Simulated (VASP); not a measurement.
Here is the system:

```
BaTiO3
1.0
    3.99000     0.00000     0.00000
    0.00000     3.99000     0.00000
    0.00000     0.00000     4.04000
Ba Ti O
1 1 3
Cartesian
  0.00000   0.00000   0.00000
  1.99500   1.99500   2.07252
  1.99500   1.99500   3.94708
  0.00000   1.99500   1.96748
  1.99500   0.00000   1.96748
```

Method: PBEsol GGA, VASP's PBE PAW potentials (set 64) (plane waves; VASP). Settings: 400 eV cut-off, 6×6×6 Γ-centred mesh, Fermi-Dirac smearing of 0.010 eV, potentials Ba_sv Ti_sv O.

At this cut-off the stress carries a Pulay error, which pulls relaxed volumes low. Energy and stress use the plane-wave basis of the starting cell.

Question: The ions, cell shape and volume are relaxed. Which structure does the run end with?

Answer: 
```
BaTiO3
1.0
    3.94597     0.00000     0.00000
    0.00000     3.94597     0.00000
    0.00000     0.00000     3.99933
Ba Ti O
1 1 3
Direct
  0.00000   0.00000   0.99972
  0.50000   0.50000   0.51335
  0.50000   0.50000   0.97884
  0.00000   0.50000   0.48605
  0.50000   0.00000   0.48605
```
Space group P4mm (99), at a tolerance of 0.03 Å.

Question: How do energy and volume change from the first to the last step?

Answer: The energy (σ→0) changes by -8.5 meV/atom and the volume by -3.2 %, in 16 ionic steps.

The structure is a typed BaTiO3 crystal. This run relaxes it. Symmetry was kept, so distortions that lower it aren't found. The run is one of a series of settings (EDIFFG = -0.01, IBRION = 2, ISIF = 3, NSW = 50 against the base run), some of them coarse on purpose.
